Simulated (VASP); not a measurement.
Here is the system:

```xyz
5
Lattice="5.6529 0.0000 0.0000 0.0000 5.6529 0.0000 0.0000 0.0000 5.6529" Properties=species:S:1:pos:R:3 pbc="T T T"
Cs     0.0000     0.0000     0.0000
Pb     2.8265     2.8265     2.8265
Cl     2.8265     0.0000     2.8265
Cl     0.0000     2.8265     2.8265
Cl     2.8265     2.8265     0.0000
```

Calculation: optB88-vdW, VASP's PBE PAW potentials (set 64) (plane waves; VASP). Numerical set-up: 520 eV cut-off, Gaussian smearing of 0.050 eV, potentials Cs_sv Pb_d Cl.

Unless said otherwise, spin-orbit coupling is left out, though it shifts the bands of the heavy elements here.

**Question.** Estimate the band gap (along the path) with the smallest direct gap where there is one.

**Answer.** 
```
Property                               Result
------------------------------------  -------
band gap (along the path)             2.10 eV
smallest direct gap (along the path)  2.10 eV
```

Only differences to runs with the same potentials and settings are physical.

The compound is CsPbCl3 in the cubic perovskite structure, the ideal cubic form; the compound distorts at low or room temperature. It was relaxed first.
